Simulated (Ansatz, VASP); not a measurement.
**Cross-check of Si9Ge28H28 (H-capped Ge nanowire along [001] with a Si core) between VASP and Ansatz**

Aim: how closely do two programs agree when they are given the same cell, functional and k mesh? The cell is taken from a series of runs on this material, whose earlier steps may have relaxed, scaled, displaced or heated it; both programs get it as it stands.

Program: Ansatz 0.2.0. Level of theory: plane waves, with VASP 6.6.1 beside it; single point at PBE. Results are calculated unless marked as measured.

**1. Set-up**

The cell holds 65 atoms: 28 Ge, 9 Si and 28 H. Its edges and angles: a = 26.501 Å, b = 26.501 Å, c = 5.658 Å, α = 90.0°, β = 90.0°, γ = 90.0°. It derives from Ge (diamond-structure). As first built, before any earlier steps moved the atoms (in the runner's words): round section of size parameter 6.53 A cut from diamond-structure Ge (a = 5.658 A) along [001], 1 periods, broken bonds capped with H, Si core of radius 3.59 A. Vacuum lies along a and b. The structure's axis is c.

**2. Ansatz: single point, PBE**

Ansatz runs on its PAW soft_1 files.

A single point gives forces, pressure and levels at one fixed geometry, so differences don't come from the geometry; what else differs is listed under the comparison.

input.yaml

```yaml
crystal:
  lattice:
    - [26.50091, 0.0, 0.0]
    - [0.0, 26.50091, 0.0]
    - [0.0, 0.0, 5.658]
  atoms:
    - { symbol: Ge, position: [0.3504, 0.34918, 0.24813] }
    - { symbol: Ge, position: [0.34864, 0.42411, 0.5018] }
    - { symbol: Ge, position: [0.27318, 0.42367, 0.7544] }
    - { symbol: Ge, position: [0.27402, 0.49897, 0.00326] }
    - { symbol: Ge, position: [0.3501, 0.50014, 0.24646] }
    - { symbol: Ge, position: [0.34874, 0.57509, 0.50119] }
    - { symbol: Ge, position: [0.27308, 0.57426, 0.74825] }
    - { symbol: Ge, position: [0.34944, 0.65085, 0.24753] }
    - { symbol: Ge, position: [0.49934, 0.27328, 0.49317] }
    - { symbol: Ge, position: [0.42428, 0.27285, 0.75369] }
    - { symbol: Ge, position: [0.42433, 0.34703, 0.00529] }
    - { symbol: Ge, position: [0.50017, 0.34989, 0.25141] }
    - { symbol: Si, position: [0.49971, 0.42489, 0.49911] }
    - { symbol: Si, position: [0.4254, 0.42535, 0.75112] }
    - { symbol: Si, position: [0.42546, 0.49887, 0.99729] }
    - { symbol: Si, position: [0.49882, 0.49979, 0.25381] }
    - { symbol: Si, position: [0.50032, 0.57545, 0.50413] }
    - { symbol: Si, position: [0.42467, 0.57717, 0.75201] }
    - { symbol: Ge, position: [0.4243, 0.6519, 0.99696] }
    - { symbol: Ge, position: [0.50042, 0.6509, 0.25251] }
    - { symbol: Ge, position: [0.50028, 0.7268, 0.49825] }
    - { symbol: Ge, position: [0.42534, 0.72773, 0.7566] }
    - { symbol: Ge, position: [0.57428, 0.27307, 0.75115] }
    - { symbol: Ge, position: [0.57497, 0.34939, 0.00239] }
    - { symbol: Ge, position: [0.65104, 0.34933, 0.25179] }
    - { symbol: Ge, position: [0.65026, 0.42423, 0.49541] }
    - { symbol: Si, position: [0.57493, 0.42426, 0.74372] }
    - { symbol: Si, position: [0.57591, 0.49998, 0.99668] }
    - { symbol: Ge, position: [0.65121, 0.50156, 0.25161] }
    - { symbol: Ge, position: [0.65061, 0.57489, 0.49661] }
    - { symbol: Si, position: [0.57522, 0.5749, 0.74991] }
    - { symbol: Ge, position: [0.57704, 0.65149, 0.99924] }
    - { symbol: Ge, position: [0.65177, 0.65187, 0.24297] }
    - { symbol: Ge, position: [0.57446, 0.72637, 0.75317] }
    - { symbol: Ge, position: [0.72714, 0.42384, 0.74456] }
    - { symbol: Ge, position: [0.72538, 0.49911, 0.00578] }
    - { symbol: Ge, position: [0.72657, 0.57387, 0.74759] }
    - { symbol: H, position: [0.30044, 0.34936, 0.09742] }
    - { symbol: H, position: [0.348, 0.30165, 0.4029] }
    - { symbol: H, position: [0.27275, 0.37761, 0.90498] }
    - { symbol: H, position: [0.22577, 0.42458, 0.59483] }
    - { symbol: H, position: [0.22618, 0.49957, 0.1555] }
    - { symbol: H, position: [0.22727, 0.57423, 0.59616] }
    - { symbol: H, position: [0.27279, 0.62283, 0.91146] }
    - { symbol: H, position: [0.30182, 0.65074, 0.09815] }
    - { symbol: H, position: [0.34831, 0.69803, 0.40741] }
    - { symbol: H, position: [0.5014, 0.22414, 0.34152] }
    - { symbol: H, position: [0.37751, 0.27373, 0.59117] }
    - { symbol: H, position: [0.42452, 0.2265, 0.90504] }
    - { symbol: H, position: [0.49984, 0.77276, 0.3484] }
    - { symbol: H, position: [0.37695, 0.72652, 0.58914] }
    - { symbol: H, position: [0.42436, 0.77393, 0.9037] }
    - { symbol: H, position: [0.62102, 0.27291, 0.59642] }
    - { symbol: H, position: [0.57423, 0.2277, 0.90979] }
    - { symbol: H, position: [0.69706, 0.34821, 0.0928] }
    - { symbol: H, position: [0.65062, 0.30194, 0.41006] }
    - { symbol: H, position: [0.69846, 0.65097, 0.09742] }
    - { symbol: H, position: [0.65086, 0.69875, 0.40224] }
    - { symbol: H, position: [0.62302, 0.72685, 0.59107] }
    - { symbol: H, position: [0.57562, 0.77269, 0.90886] }
    - { symbol: H, position: [0.72698, 0.37772, 0.91285] }
    - { symbol: H, position: [0.77376, 0.42395, 0.59712] }
    - { symbol: H, position: [0.77387, 0.50047, 0.15107] }
    - { symbol: H, position: [0.77333, 0.57544, 0.59172] }
    - { symbol: H, position: [0.72749, 0.62308, 0.90971] }
kpoints:
  mp_grid: { grid: [1, 1, 2] }
hamiltonian:
  xc: pbe
  pseudopotentials: { kind: paw, azcp: { folder: soft_1 } }
scf:
  occupations: { method: fixed }
output:
  forces: true
```

Launch:

```bash
> ansatz run input.yaml --threads 16 --pin off --max-ram 31232MiB --backend cpu --events-out ev --progress --plain --runs-dir out
```

Numbers of over 12 decimals in the logs are rounded to 6 here.

The program printed:

```text
Engine: ansatz 0.2.0, aarch64-unknown-linux-gnu
Pseudopotentials: kind: paw
Pseudopotential: Ge, paw, valence charge 14, recommended cutoff 420 eV (normal), soft_1/Ge.paw.azcp
Pseudopotential: Si, paw, valence charge 4, recommended cutoff 420 eV (normal), soft_1/Si.paw.azcp
Pseudopotential: H, paw, valence charge 1, recommended cutoff 420 eV (normal), soft_1/H.paw.azcp
Functional definition: PBE
  parameter kappa = 0.804
  parameter beta = 0.066725
  exchange = pbe_x(kappa = kappa, mu = beta*pi^2/3)
  correlation = pbe_c(beta = beta)
Crystal: 65 atoms, lattice volume = 3973.603 Å³
Basis set: ecut = 420 eV, 77807 PW (Γ), exchange–correlation on 360×360×80 points (8 copies of the dense FFT grid, shifted against one another)
Bands: 293, of which v1, the nominal top of the filled ones, is band 228 counted from 1 (227 counted from 0)
Symmetry: 1 space group operations
Space group: P1 (ITA 1), of the structure as read, at distance tolerance 1.6e-4 Å
k-points: 2
Non-local potential: Ge, projectors of the file, l = 0: 2, l = 1: 2, l = 2: 3, l = 3: 1
Non-local potential: Si, projectors of the file, l = 0: 2, l = 1: 2, l = 2: 1
Non-local potential: H, projectors of the file, l = 0: 2, l = 1: 1
PAW form: soft (Blöchl's): semilocal exchange-correlation on the pseudo side does not see the compensation charge
PAW one-centre angular grid: Ge, 590 points (default); XC on 64 Gauss nodes
PAW one-centre angular grid: Si, 110 points (default); XC on 64 Gauss nodes
PAW one-centre angular grid: H, 110 points (default); XC on 64 Gauss nodes
Initial density: superposition of atomic densities (neutral atoms: chi_scale 0, normalization atom)
Initial wavefunctions: pseudopotential atomic-orbital guess
Functional: x = pbe(κ = 0.804, μ = 0.219515), c = pbe(β = 0.066725)
SCF iter   1: F=—  HF=-126425.586033 eV  |F-HF|=—  |Δ(HF+E_count)|=         —  Δρ=2.92e-2  dr2=2.86e1  ethr=3.10e-3  ⟨swp⟩=6.0  Hψ=1687  notcnv=0  defer=120
preconditioner: auto → Resta (q_TF=auto, 1.902 Å⁻¹)  ε∞=1.7  [insulator: Δε(μ)=2.034 eV  Ē_g=9.397 eV  n_scr=470 (ndim 8)  ℏωp=7.8 eV  f_vac=0.683  ε∞_Penn≈1.7  vacuum switching on, ρ_ref=6.4e-3 e/Å³]
SCF iter   2: F=—  HF=-126419.344318 eV  |F-HF|=—  |Δ(HF+E_count)|=    6.24e0  Δρ=1.30e-2  dr2=6.50e0  ethr=3.10e-3  ⟨swp⟩=2.5  Hψ=759  notcnv=0  defer=123
SCF iter   3: F=—  HF=-126418.367803 eV  |F-HF|=—  |Δ(HF+E_count)|=   9.77e-1  Δρ=3.19e-3  dr2=3.90e0  ethr=1.43e-3  ⟨swp⟩=4.0  Hψ=674  notcnv=0  defer=121
SCF iter   4: F=—  HF=-126417.839241 eV  |F-HF|=—  |Δ(HF+E_count)|=   5.29e-1  Δρ=1.40e-3  dr2=4.29e-1  ethr=8.56e-4  ⟨swp⟩=4.0  Hψ=706  notcnv=0  defer=124
SCF iter   5: F=—  HF=-126417.799028 eV  |F-HF|=—  |Δ(HF+E_count)|=   4.02e-2  Δρ=7.16e-4  dr2=1.39e-2  ethr=9.40e-5  ⟨swp⟩=4.0  Hψ=565  notcnv=0  defer=126
SCF iter   6: F=—  HF=-126417.807403 eV  |F-HF|=—  |Δ(HF+E_count)|=   8.37e-3  Δρ=2.15e-4  dr2=1.98e-3  ethr=3.04e-6  ⟨swp⟩=3.0  Hψ=651  notcnv=0  defer=126
SCF iter   7: F=—  HF=-126417.808812 eV  |F-HF|=—  |Δ(HF+E_count)|=   1.41e-3  Δρ=5.65e-5  dr2=6.17e-4  ethr=4.33e-7  ⟨swp⟩=2.0  Hψ=927  notcnv=0  defer=126
SCF iter   8: F=—  HF=-126417.808851 eV  |F-HF|=—  |Δ(HF+E_count)|=   3.91e-5  Δρ=2.87e-5  dr2=8.90e-5  ethr=1.35e-7  ⟨swp⟩=2.0  Hψ=583  notcnv=0  defer=125
SCF iter   9: F=—  HF=-126417.808967 eV  |F-HF|=—  |Δ(HF+E_count)|=   1.16e-4  Δρ=1.36e-5  dr2=1.02e-5  ethr=1.95e-8  ⟨swp⟩=2.0  Hψ=697  notcnv=0  defer=125
SCF iter  10: F=—  HF=-126417.808980 eV  |F-HF|=—  |Δ(HF+E_count)|=   1.24e-5  Δρ=6.14e-6  dr2=9.71e-6  ethr=2.24e-9  ⟨swp⟩=2.0  Hψ=643  notcnv=0  defer=125
SCF iter  11: F=—  HF=-126417.808980 eV  |F-HF|=—  |Δ(HF+E_count)|=   4.69e-7  Δρ=2.01e-6  dr2=2.62e-7  ethr=2.13e-9  ⟨swp⟩=2.0  Hψ=570  notcnv=0  defer=125
SCF iter  12: F=-126417.808981 eV  HF=-126417.808981 eV  |F-HF|=5.95e-8  |Δ(HF+E_count)|=   2.82e-7  Δρ=9.56e-7  dr2=5.43e-8  ethr=2.19e-11  ⟨swp⟩=5.0  Hψ=1709  notcnv=0
SCF 1 converged in 12 iterations: F = -126417.808981 eV  dr2 = 5.43e-8
  greatest PAW one-centre occupation: 0.998 electrons in one spin orbital (limit 2), on the Ge atom at site 32 (counted from 0), in its partial waves of l = 2
SCF converged after 12 iterations
Free energy (F): -126417.808981 eV
Harris-Foulkes:  -126417.808981 eV  (|F-HF|=5.95e-8)
Internal energy: -126417.808981 eV  (E = F + TS)
E sigma→0 (E₀):  -126417.808981 eV
Fermi energy:    -2.400910 eV
--- Per-component energies (eV) ---
  E_band       = -8524.317125
  E_kinetic    = 3317.235683
  E_local      = -415540.851702  (includes V_loc(G=0)·N_el)
  E_nonlocal   = 6334.217955
  E_hartree    = 204076.165477
  E_xc         = -2744.811016
  E_vxc        = -2549.686452  (∫ρ·V_xc dr)
  E_paw        = -61015.934746  (= ΣΔE_a)
  E_vpaw       = -8237.545656  (= ΣTr[D̂ρ^β])
  E_aug_tail   = -0.025952  (compensation charges beyond the density's cutoff)
  E_ewald      = 139156.195320
  E_smearing   = -0.000000  (= −TS)
  E_closure    = -0.000000  (closes the sum)
  Σ components = -126417.808981   (vs F -126417.808981, Δ=0.00e0)
--- Forces (eV/Å), atoms counted from 1 ---
  atom   1  Ge    -0.77798252     0.12630113     0.03840628
  atom   2  Ge     0.43157124     0.11335589     0.26780870
  atom   3  Ge    -0.13462442     1.00215632    -0.81862573
  atom   4  Ge     0.11965002     0.15432344    -0.38112096
  atom   5  Ge     0.18080388    -0.21916005    -0.01081406
  atom   6  Ge     0.41793091     0.22384365     0.16686004
  atom   7  Ge     0.59239703     0.10927553     0.78904466
  atom   8  Ge     0.23951757    -0.17339988     0.39117822
  atom   9  Ge     0.07736900    -0.13237530     0.44721817
  atom  10  Ge     0.39690824     0.34520777    -0.59200828
  atom  11  Ge     0.30935925     0.85443816    -0.73835498
  atom  12  Ge    -0.14469284     0.05441631     0.23395010
  atom  13  Si    -0.02595896     0.26620764     0.32828076
  atom  14  Si     0.01852287    -0.36162054    -0.01660247
  atom  15  Si     0.16762114     0.56457213    -0.13722809
  atom  16  Si     0.41544417     0.12306596    -0.24145800
  atom  17  Si    -0.18482126    -0.24096526     0.10947581
  atom  18  Si     0.26603438    -0.78396861    -0.11783129
  atom  19  Ge     0.16458749    -0.24047145     0.08770607
  atom  20  Ge     0.04025223    -0.30845353     0.03344853
  atom  21  Ge    -0.16221027    -0.84346780     0.88916770
  atom  22  Ge    -0.21716382    -0.69684629    -1.16318285
  atom  23  Ge    -0.67590889     0.57354889    -0.00732229
  atom  24  Ge     0.24364560     0.15107340    -0.55702604
[...]
atom  58  H      0.14434960     0.07707754    -0.05176865
  atom  59  H     -0.42838470     0.20687864     0.50312607
  atom  60  H     -0.03414920     0.52321286     0.38568980
  atom  61  H      0.22251495     0.05625439    -0.35774305
  atom  62  H      0.79413154     0.03103394    -0.57241088
  atom  63  H      0.34510173    -0.01604585     0.32729955
  atom  64  H      0.37558276    -0.07300997    -0.28475544
  atom  65  H      0.17111758    -0.59927010    -0.64092406
  max |Σ_I F_I| component: 7.31e-5 eV/Å
```

The column dr2 measures how far the density is from self-consistency, as an energy; F and HF (Harris–Foulkes) agree once it is small.

(Continued in part 2 of 2.)

[Lines on the potential files, build, host, timing and source positions are cut from VASP's logs without a mark.]

[Logs are printed without paths, hosts, clocks, repeated set-up lines and the standing remarks that a program may print on its own settings, such as how far it seeks lower states.]

[Hosts, paths, dates, database ids (printed as entryN), source tags and the programs' standing remarks are cut or masked in the printed files.]
